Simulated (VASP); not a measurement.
These are PBE GGA, VASP's PBE PAW potentials (set 64) (plane waves; VASP 6.6.1) values and carry that method's errors.

Input for VASP

File KPOINTS:
```
Automatic mesh
0
Gamma
1 1 1
0 0 0
```

**INCAR**
```
SYSTEM = C35Si36
PREC = Normal
ENCUT = 400
EDIFF = 1E-5
NELM = 100
ALGO = Fast
LREAL = Auto
LASPH = .TRUE.
ISMEAR = 0
SIGMA = 0.05
GGA = PE
LWAVE = .FALSE.
LCHARG = .FALSE.
NELMIN = 4
ISYM = 0
NELECT = 286.0
IBRION = 2
ISIF = 2
NSW = 60
EDIFFG = -0.03
```

**POSCAR**
```
C35Si36
1.0
  4.6409808260  -8.0384148411   0.0000000000
  4.6409808260   8.0384148411   0.0000000000
  0.0000000000   0.0000000000  10.1276834096
Si C
36 35
Cart
  0.0000000000   0.0000000000   0.0000000000
  0.0000000000   0.0000000000   5.0638417048
  1.5469920617  -0.8931563114   7.5975855402
  1.5469920617   0.8931563114   2.5337438354
  1.5469920617   2.6794689342   0.0000000000
  1.5469920617   2.6794689342   5.0638417048
  3.0939841233   1.7863126228   7.5975855402
  3.0939887643   3.5726332841   2.5337438354
  3.0939887643   5.3589459069   0.0000000000
  3.0939887643   5.3589459069   5.0638417048
  4.6409808260   4.4657895955   7.5975855402
  4.6409808260   6.2521022183   2.5337438354
  1.5469920617  -2.6794689342   0.0000000000
  1.5469920617  -2.6794689342   5.0638417048
  3.0939887643  -3.5726332841   7.5975855402
  3.0939841233  -1.7863126228   2.5337438354
  3.0939841233  -0.0000000000   0.0000000000
  3.0782651213   0.0258595805   5.0332257179
  4.6263756593  -0.9326731588   7.6459654839
  4.6409808260   0.8931643498   2.5337438354
  4.6409808260   2.6794769726   0.0000000000
  4.6409808260   2.6794769726   5.0638417048
  6.1879775287   1.7863126228   7.5975855402
  6.1879728877   3.5726332841   2.5337438354
  3.0939887643  -5.3589459069   0.0000000000
  3.0939887643  -5.3589459069   5.0638417048
  4.6409808260  -6.2521022183   7.5975855402
  4.6409808260  -4.4657895955   2.5337438354
  4.6409808260  -2.6794769726   0.0000000000
  4.5933272349  -2.7119360918   5.0712855521
  6.1879728877  -3.5726332841   7.5975855402
  6.1879775287  -1.7863126228   2.5337438354
  6.1879775287   0.0000000000   0.0000000000
  6.1427650934  -0.0010932244   5.0914598975
  7.7349695903  -0.8931563114   7.5975855402
  7.7349695903   0.8931563114   2.5337438354
  0.0000000000   0.0000000000   8.2252993579
  0.0000000000   0.0000000000   3.1614576531
  1.5412511684  -0.8441782498   5.7288456528
  1.5469920617   0.8931563114   0.6409810830
  1.5469920617   2.6794689342   8.2252993579
  1.5469920617   2.6794689342   3.1614576531
  3.0475650331   1.8046884391   5.7148491944
  3.0939887643   3.5726332841   0.6409810830
  3.0939887643   5.3589459069   8.2252993579
  3.0939887643   5.3589459069   3.1614576531
  4.6409808260   4.4657895955   5.7048227878
  4.6409808260   6.2521022183   0.6409810830
  1.5469920617  -2.6794689342   8.2252993579
  1.5469920617  -2.6794689342   3.1614576531
  3.0527118809  -3.5946585407   5.6698822800
  3.0939841233  -1.7863126228   0.6409810830
  3.0443766793  -0.0045256276   8.2614248047
  3.1143394652  -0.0429251353   3.1409896050
  4.6409808260   0.8931643498   0.6409810830
  4.6409808260   2.6794769726   8.2252993579
  4.6409808260   2.6794769726   3.1614576531
  6.1990880368   1.7403971972   5.6655375038
  6.1879728877   3.5726332841   0.6409810830
  3.0939887643  -5.3589459069   8.2252993579
  3.0939887643  -5.3589459069   3.1614576531
  4.6409808260  -6.2521022183   5.7048227878
  4.6409808260  -4.4657895955   0.6409810830
  4.6297171655  -2.7176514047   8.1990078918
  4.6237349413  -2.6803451214   3.2012695766
  6.2186822578  -3.5985732487   5.7168848587
  6.1879775287  -1.7863126228   0.6409810830
  6.1660860221   0.0305379380   8.2615260815
  6.1542700849   0.0354252942   3.1300517069
  7.6895436700  -0.8825777575   5.7425078978
  7.7349695903   0.8931563114   0.6409810830
```

POTCAR, in this order: Si C (PBE.64 set). Program: vasp_gam.

Output of the run:

**OUTCAR**
```
 ion  position               nearest neighbor table
   1  0.000  0.000  0.000-  40 1.90  71 1.90  48 1.90  37 1.90  17 3.09  33 3.09  13 3.09   5 3.09
                            25 3.09   9 3.09   3 3.10  35 3.10  27 3.10   4 3.10  36 3.10  12 3.10
   2  0.000  0.000  0.500-  39 1.88  62 1.90  38 1.90  70 1.94  18 3.08  10 3.09  14 3.09   6 3.09
                            26 3.09   4 3.10  36 3.10  12 3.10  35 3.10   3 3.10  27 3.10  34 3.14
   3  0.222  0.111  0.750-  53 1.86  39 1.87  37 1.89  49 1.89  19 3.08  35 3.09   7 3.09  27 3.09
                            11 3.09  15 3.09  17 3.10   1 3.10  13 3.10   2 3.10  14 3.10  18 3.12
   4  0.111  0.222  0.250-  40 1.89  38 1.89  42 1.89  54 1.92  18 3.06  36 3.09  16 3.09  28 3.09
                            12 3.09  20 3.09   8 3.09   2 3.10   6 3.10   1 3.10  17 3.10   5 3.10
   5  0.000  0.333  0.000-  63 1.90  40 1.90  44 1.90  41 1.90  25 3.09   1 3.09  29 3.09  17 3.09
                            21 3.09   9 3.09  27 3.10   7 3.10  31 3.10  28 3.10   4 3.10   8 3.10
   6  0.000  0.333  0.500-  43 1.85  66 1.88  62 1.90  42 1.90  18 3.06  30 3.09  26 3.09   2 3.09
                            22 3.09  10 3.09  28 3.10   4 3.10   8 3.10   7 3.10  27 3.10  31 3.10
   7  0.222  0.444  0.750-  43 1.88  41 1.89  56 1.89  53 1.91  27 3.09   3 3.09  31 3.09  23 3.09
                            11 3.09   5 3.10  17 3.10  21 3.10   6 3.10  22 3.10  18 3.11  19 3.12
   8  0.111  0.556  0.250-  44 1.89  57 1.89  46 1.89  42 1.89  24 3.09  20 3.09  12 3.09  32 3.09
                            28 3.09   4 3.09  22 3.10  10 3.10   6 3.10  21 3.10   9 3.10   5 3.10
   9  0.000  0.667  0.000-  48 1.90  67 1.90  44 1.90  45 1.90  13 3.09  21 3.09  33 3.09   1 3.09
                            29 3.09   5 3.09  11 3.10  35 3.10  31 3.10  12 3.10  32 3.10   8 3.10
  10  0.000  0.667  0.500-  66 1.89  47 1.90  46 1.90  70 1.92  14 3.09   2 3.09  22 3.09   6 3.09
                            12 3.10  32 3.10   8 3.10  11 3.10  35 3.10  31 3.10  34 3.12  30 3.14
  11  0.222  0.778  0.750-  47 1.89  45 1.89  49 1.89  56 1.89   3 3.09  35 3.09  31 3.09  15 3.09
                             7 3.09  23 3.09   9 3.10  13 3.10  21 3.10  14 3.10  10 3.10  22 3.10
  12  0.111  0.889  0.250-  48 1.89  46 1.89  50 1.89  38 1.89  16 3.09  32 3.09  24 3.09   8 3.09
                             4 3.09  36 3.09  10 3.10  14 3.10   2 3.10  13 3.10   9 3.10   1 3.10
  13  0.333  0.000  0.000-  48 1.90  52 1.90  59 1.90  49 1.90   9 3.09  17 3.09  21 3.09   1 3.09
                            29 3.09  25 3.09  11 3.10   3 3.10  15 3.10  12 3.10  16 3.10  24 3.10
  14  0.333  0.000  0.500-  51 1.86  47 1.90  50 1.90  39 1.95  30 3.05  10 3.09  22 3.09   2 3.09
                            26 3.09  16 3.10  12 3.10  24 3.10  11 3.10   3 3.10  15 3.10  18 3.11
  15  0.556  0.111  0.750-  64 1.86  60 1.89  49 1.89  51 1.93  19 3.05  30 3.06  31 3.09  27 3.09
                            23 3.09  11 3.09   3 3.09  29 3.10  25 3.10  13 3.10  26 3.10  14 3.10
  16  0.444  0.222  0.250-  54 1.85  52 1.89  50 1.89  65 1.89  18 3.09  30 3.09  12 3.09   4 3.09
                            24 3.09  32 3.09  20 3.09  28 3.09  14 3.10  13 3.10  17 3.10  29 3.10
  17  0.333  0.333  0.000-  53 1.87  40 1.90  52 1.90  55 1.90  19 3.06   1 3.09  13 3.09   5 3.09
                            33 3.09  29 3.09  21 3.09   3 3.10   7 3.10   4 3.10  16 3.10  20 3.10
  18  0.330  0.333  0.497-  54 1.89  39 1.90  43 1.91   4 3.06   6 3.06  34 3.07  20 3.07   2 3.08
                            22 3.08  16 3.09  14 3.11   7 3.11   3 3.12  30 3.13
  19  0.556  0.440  0.755-  64 1.87  68 1.92  53 1.93  29 3.03  15 3.05  17 3.06  31 3.07  33 3.08
                             3 3.08  35 3.11  34 3.11   7 3.12  30 3.13  23 3.14
  20  0.444  0.556  0.250-  69 1.84  54 1.89  55 1.89  57 1.89  18 3.07   8 3.09  24 3.09   4 3.09
...
```

File OSZICAR:
```
...
RMM:   7    -0.500810054564E+03   -0.53088E-05   -0.60456E-05   294   0.168E-02
  19 F= -.50081005E+03 E0= -.50081005E+03  d E =-.781664E-02
       N       E                     dE             d eps       ncg     rms          rms(c)
DAV:   1    -0.500834349730E+03   -0.24300E-01   -0.91020E+00   358   0.741E+00    0.805E-01
RMM:   2    -0.500838975899E+03   -0.46262E-02   -0.15837E-01   358   0.918E-01    0.384E-01
RMM:   3    -0.500838571715E+03    0.40418E-03   -0.35849E-02   366   0.374E-01    0.194E-01
RMM:   4    -0.500838813713E+03   -0.24200E-03   -0.69300E-03   375   0.158E-01    0.878E-02
RMM:   5    -0.500838912012E+03   -0.98299E-04   -0.10829E-03   384   0.649E-02    0.329E-02
RMM:   6    -0.500838922998E+03   -0.10986E-04   -0.18032E-04   370   0.286E-02    0.928E-03
RMM:   7    -0.500838926157E+03   -0.31593E-05   -0.37471E-05   261   0.134E-02
  20 F= -.50083893E+03 E0= -.50083893E+03  d E =-.366882E-01
       N       E                     dE             d eps       ncg     rms          rms(c)
DAV:   1    -0.500857565479E+03   -0.18642E-01   -0.15514E+00   364   0.303E+00    0.353E-01
RMM:   2    -0.500858179599E+03   -0.61412E-03   -0.29977E-02   358   0.396E-01    0.165E-01
RMM:   3    -0.500858181336E+03   -0.17375E-05   -0.69011E-03   369   0.162E-01    0.848E-02
RMM:   4    -0.500858218114E+03   -0.36777E-04   -0.11769E-03   375   0.667E-02    0.375E-02
RMM:   5    -0.500858235972E+03   -0.17858E-04   -0.19451E-04   378   0.281E-02    0.154E-02
RMM:   6    -0.500858237504E+03   -0.15322E-05   -0.44044E-05   273   0.134E-02
  21 F= -.50085824E+03 E0= -.50085824E+03  d E =-.193113E-01
       N       E                     dE             d eps       ncg     rms          rms(c)
DAV:   1    -0.500864943804E+03   -0.67078E-02   -0.18317E+00   358   0.329E+00    0.378E-01
RMM:   2    -0.500865877670E+03   -0.93387E-03   -0.35219E-02   358   0.430E-01    0.177E-01
RMM:   3    -0.500865903634E+03   -0.25963E-04   -0.81403E-03   369   0.176E-01    0.915E-02
RMM:   4    -0.500865950616E+03   -0.46983E-04   -0.13867E-03   374   0.726E-02    0.405E-02
RMM:   5    -0.500865972861E+03   -0.22244E-04   -0.23966E-04   382   0.308E-02    0.165E-02
RMM:   6    -0.500865974730E+03   -0.18697E-05   -0.51281E-05   287   0.146E-02
  22 F= -.50086597E+03 E0= -.50086597E+03  d E =-.270486E-01
       N       E                     dE             d eps       ncg     rms          rms(c)
DAV:   1    -0.500878077648E+03   -0.12105E-01   -0.12249E+00   380   0.277E+00    0.294E-01
RMM:   2    -0.500878750959E+03   -0.67331E-03   -0.21355E-02   358   0.342E-01    0.136E-01
RMM:   3    -0.500878688903E+03    0.62055E-04   -0.47609E-03   368   0.138E-01    0.690E-02
RMM:   4    -0.500878705971E+03   -0.17068E-04   -0.89247E-04   374   0.586E-02    0.291E-02
RMM:   5    -0.500878718299E+03   -0.12328E-04   -0.14124E-04   379   0.241E-02    0.128E-02
RMM:   6    -0.500878720029E+03   -0.17298E-05   -0.24858E-05   227   0.109E-02
  23 F= -.50087872E+03 E0= -.50087872E+03  d E =-.127453E-01
       N       E                     dE             d eps       ncg     rms          rms(c)
DAV:   1    -0.500880753854E+03   -0.20356E-02   -0.41277E-01   396   0.161E+00    0.171E-01
RMM:   2    -0.500880984263E+03   -0.23041E-03   -0.72038E-03   358   0.198E-01    0.788E-02
RMM:   3    -0.500880963567E+03    0.20696E-04   -0.15976E-03   367   0.804E-02    0.398E-02
RMM:   4    -0.500880971787E+03   -0.82201E-05   -0.31795E-04   374   0.343E-02    0.170E-02
RMM:   5    -0.500880975854E+03   -0.40664E-05   -0.46754E-05   269   0.141E-02
  24 F= -.50088098E+03 E0= -.50088098E+03  d E =-.150011E-01
       N       E                     dE             d eps       ncg     rms          rms(c)
DAV:   1    -0.500888600997E+03   -0.76292E-02   -0.97744E-01   364   0.251E+00    0.239E-01
RMM:   2    -0.500888849185E+03   -0.24819E-03   -0.14640E-02   358   0.282E-01    0.115E-01
RMM:   3    -0.500888786597E+03    0.62588E-04   -0.37504E-03   366   0.118E-01    0.585E-02
RMM:   4    -0.500888824117E+03   -0.37520E-04   -0.77311E-04   379   0.511E-02    0.271E-02
RMM:   5    -0.500888832480E+03   -0.83626E-05   -0.10655E-04   365   0.213E-02    0.894E-03
RMM:   6    -0.500888833848E+03   -0.13677E-05   -0.18500E-05   222   0.938E-03
  25 F= -.50088883E+03 E0= -.50088883E+03  d E =-.785799E-02
       N       E                     dE             d eps       ncg     rms          rms(c)
DAV:   1    -0.500889503223E+03   -0.67074E-03   -0.13955E-01   396   0.947E-01    0.903E-02
RMM:   2    -0.500889540838E+03   -0.37615E-04   -0.21077E-03   358   0.107E-01    0.434E-02
RMM:   3    -0.500889533357E+03    0.74813E-05   -0.54724E-04   367   0.449E-02    0.222E-02
RMM:   4    -0.500889538647E+03   -0.52905E-05   -0.10744E-04   371   0.193E-02    0.103E-02
RMM:   5    -0.500889539774E+03   -0.11267E-05   -0.13861E-05   219   0.808E-03
  26 F= -.50088954E+03 E0= -.50088954E+03  d E =-.856392E-02
       N       E                     dE             d eps       ncg     rms          rms(c)
DAV:   1    -0.500893936830E+03   -0.43982E-02   -0.75756E-01   358   0.221E+00    0.200E-01
RMM:   2    -0.500894201566E+03   -0.26474E-03   -0.10216E-02   358   0.236E-01    0.991E-02
RMM:   3    -0.500894189292E+03    0.12274E-04   -0.27595E-03   369   0.992E-02    0.509E-02
RMM:   4    -0.500894216446E+03   -0.27154E-04   -0.52085E-04   383   0.425E-02    0.227E-02
RMM:   5    -0.500894222005E+03   -0.55596E-05   -0.66780E-05   312   0.170E-02
  27 F= -.50089422E+03 E0= -.50089422E+03  d E =-.468223E-02
       N       E                     dE             d eps       ncg     rms          rms(c)
DAV:   1    -0.500894545468E+03   -0.32902E-03   -0.81920E-02   396   0.727E-01    0.659E-02
RMM:   2    -0.500894578948E+03   -0.33480E-04   -0.11442E-03   358   0.791E-02    0.328E-02
RMM:   3    -0.500894580391E+03   -0.14426E-05   -0.31521E-04   371   0.333E-02    0.173E-02
RMM:   4    -0.500894583103E+03   -0.27122E-05   -0.53873E-05   287   0.142E-02
  28 F= -.50089458E+03 E0= -.50089458E+03  d E =-.504333E-02
       N       E                     dE             d eps       ncg     rms          rms(c)
DAV:   1    -0.500896677233E+03   -0.20968E-02   -0.38238E-01   358   0.158E+00    0.146E-01
RMM:   2    -0.500896853218E+03   -0.17599E-03   -0.56398E-03   358   0.177E-01    0.724E-02
RMM:   3    -0.500896850160E+03    0.30580E-05   -0.14630E-03   369   0.736E-02    0.376E-02
RMM:   4    -0.500896863912E+03   -0.13752E-04   -0.28344E-04   381   0.318E-02    0.162E-02
RMM:   5    -0.500896867145E+03   -0.32327E-05   -0.36779E-05   240   0.128E-02
  29 F= -.50089687E+03 E0= -.50089687E+03  d E =-.228404E-02
       N       E                     dE             d eps       ncg     rms          rms(c)
DAV:   1    -0.500896963787E+03   -0.99875E-04   -0.20282E-02   396   0.362E-01    0.338E-02
RMM:   2    -0.500896974986E+03   -0.11199E-04   -0.31722E-04   358   0.419E-02    0.168E-02
RMM:   3    -0.500896975723E+03   -0.73693E-06   -0.84160E-05   339   0.175E-02    0.897E-03
RMM:   4    -0.500896976236E+03   -0.51259E-06   -0.12592E-05   215   0.746E-03
  30 F= -.50089698E+03 E0= -.50089698E+03  d E =-.239313E-02
       N       E                     dE             d eps       ncg     rms          rms(c)
DAV:   1    -0.500898064349E+03   -0.10886E-02   -0.26820E-01   364   0.132E+00    0.120E-01
RMM:   2    -0.500898162627E+03   -0.98278E-04   -0.37659E-03   358   0.144E-01    0.583E-02
RMM:   3    -0.500898152365E+03    0.10263E-04   -0.10048E-03   370   0.598E-02    0.296E-02
RMM:   4    -0.500898160497E+03   -0.81326E-05   -0.18296E-04   380   0.256E-02    0.133E-02
RMM:   5    -0.500898162457E+03   -0.19595E-05   -0.23531E-05   227   0.103E-02
  31 F= -.50089816E+03 E0= -.50089816E+03  d E =-.118622E-02
```

File OUTCAR:
```
------------------------ aborting loop because EDIFF is reached ----------------------------------------
  FORCE on cell =-STRESS in cart. coord.  units (eV):
  Direction    XX          YY          ZZ          XY          YZ          ZX
  --------------------------------------------------------------------------------------
  Total       14.4252483     23.7344823     16.8436734     -9.0748240      3.3578005      5.5457986
  in kB       30.5853588     50.3234079     35.7130624    -19.2410377      7.1194292     11.7585663
  external PRESSURE =      38.8739430 kB  Pullay stress =       0.0000000 kB
  volume of cell :      755.65
      direct lattice vectors                 reciprocal lattice vectors
     4.640980826 -8.038414841  0.000000000     0.107735847 -0.062201318  0.000000000
     4.640980826  8.038414841  0.000000000     0.107735847  0.062201318  0.000000000
     0.000000000  0.000000000 10.127683410     0.000000000  0.000000000  0.098739263
  FREE ENERGIE OF THE ION-ELECTRON SYSTEM (eV)
  ---------------------------------------------------
  free  energy   TOTEN  =      -500.8981624567 eV

  energy  without entropy=     -500.8981624567  energy(sigma->0) =     -500.89816246

 reached required accuracy - stopping structural energy minimisation
```
(Selected blocks of OUTCAR.)

**CONTCAR**
```
C35Si36
   1.00000000000000
     4.6409808259999998   -8.0384148410999998    0.0000000000000000
     4.6409808259999998    8.0384148410999998    0.0000000000000000
     0.0000000000000000    0.0000000000000000   10.1276834095999995
  Si              C
    36    35
Direct
     0.9987509169324362    0.9994217867591738    0.0006293553613385
     0.9990073390898669    0.9973919045114314    0.5022221136635661
     0.2246260509340421    0.1161347268553713    0.7495632595142546
     0.1062492256480521    0.2166039260109079    0.2491756531818295
     0.9985734107063058    0.3311460904498563    0.0000019495526885
     0.9978983961514766    0.3313067805362875    0.5016395609325769
     0.2210640380216924    0.4443964894176780    0.7501870596249716
     0.1098252273925761    0.5529703077494350    0.2520925049337121
     0.0000056616372692    0.6659737771894615    0.0005510975194848
     0.0018324019820639    0.6694517314011789    0.5026593973935881
     0.2229821735984603    0.7798841160425936    0.7500700020957483
     0.1103409883566002    0.8870901714787404    0.2518691124844037
     0.3335146786976457    0.0004988254185715    0.9999651913756652
     0.3374374374904178    0.0077085325522411    0.5006891201225210
     0.5573183282990620    0.1157416616337668    0.7496096300626948
     0.4436664232565405    0.2211384911429244    0.2493404689147094
     0.3328008106526057    0.3340235771750004    0.0002873757776659
     0.3442260938421742    0.3577166881534240    0.4925779662867875
     0.5585886149263721    0.4524120575623081    0.7498364101800824
     0.4431764681346635    0.5522167352584884    0.2514428922539430
     0.3324946521613126    0.6659084311119778    0.0005647498940479
     0.3340945516367577    0.6679295168406835    0.5024132563520132
     0.5553032639760028    0.7770644169069155    0.7501498170713313
     0.4436717250569141    0.8867349211559823    0.2519261555254914
     0.6671345480949022    0.9990194465839874    0.0004688824395320
     0.6651892354945409    0.9961836514135716    0.5022258572285149
     0.8880682860865137    0.1103013156548123    0.7513078836936927
     0.7767537581566851    0.2165389614012056    0.2491084839195492
     0.6670958374781912    0.3337976939592205    0.0002316569063314
     0.6782113282906683    0.3568253672700241    0.4925190522372093
     0.8886786702361587    0.4448227748647243    0.7502563159305428
     0.7762581230220841    0.5526076231969014    0.2512530918241981
     0.6668727138684584    0.6670535346034654    0.0026492500434439
     0.6284918688612271    0.5963112514584239    0.5029146926237578
     0.8888885771815501    0.7780143862798977    0.7499378013651701
     0.7742790810723283    0.8813348582515392    0.2548480932064585
     0.0009272840130620    0.0010262876583976    0.8130879259925375
     0.9975851549028578    0.9956904494976963    0.3141146369382918
     0.2309259999027290    0.1243107793983035    0.5605175968701717
     0.1088230714452153    0.2205821494850645    0.0610310713394410
     0.9989773952244294    0.3327790320444348    0.8128753720132137
     0.9979707868017134    0.3298540057681610    0.3132845451807796
     0.2152352449038681    0.4448567482738336    0.5626679967533105
     0.1100609220966071    0.5535978055295815    0.0627043353277203
     0.0009919908343431    0.6669545893753330    0.8138194015761507
     0.9996640554522955    0.6649125770781396    0.3136185003787993
     0.2260449162391025    0.7838211880543656    0.5607437848386817
     0.1112614214482485    0.8886810834964083    0.0620852951071649
     0.3340967257885082    0.0022950771345091    0.8124683647026918
     0.3335194767092509    0.9997737257810910    0.3124529282114106
     0.5601417041655842    0.1226330336103859    0.5606150802325002
     0.4442808818467429    0.2225496174063089    0.0604653473426412
     0.3324563295039440    0.3353829308778983    0.8150006517011666
     0.3264702959862074    0.3276124562122978    0.3060893003030081
     0.4436992889894270    0.5558649421537499    0.0616660817875022
     0.3319023188035962    0.6668106160459557    0.8136702848802951
     0.3321018552087727    0.6644912820112245    0.3136209851467539
     0.5522165867208654    0.7721626785725668    0.5647503646245261
     0.4440954719656513    0.8885892262297848    0.0620934028690229
     0.6656618643170484    0.0003280973324314    0.8127665272631174
     0.6649719797642446    0.9953911937563689    0.3142727751915587
     0.8876608615854577    0.1090908997825499    0.5624763470038249
     0.7775544130864170    0.2200776724155243    0.0607997700224029
     0.6681474920340479    0.3352842601020029    0.8146835539322205
     0.6677733334352141    0.3280191783755887    0.3059837125054348
     0.8946971944787578    0.4460303439890616    0.5625959872834113
     0.7787632065772607    0.5556910236948791    0.0615737519843727
     0.6692861170842587    0.6720938529748975    0.8190247375761071
     0.6625168486229183    0.6581596278415847    0.3123297933683833
     0.8917143497390235    0.7759016664075168    0.5654674929477117
     0.7781412538977069    0.8894343733799323    0.0649651353101647
```

At this cut-off the stress carries a Pulay error, which pulls relaxed volumes low. The cell is charged, with a uniform compensating background. The supercell is sampled at Γ alone, which is coarse: total energies, pressure and levels can be off, energies of defects by several tenths of an eV.

The cell is a supercell with a defect, built from SiC (4h): vac_C, charge -2. The run is not spin-polarised, so no state with unpaired spins was tried.
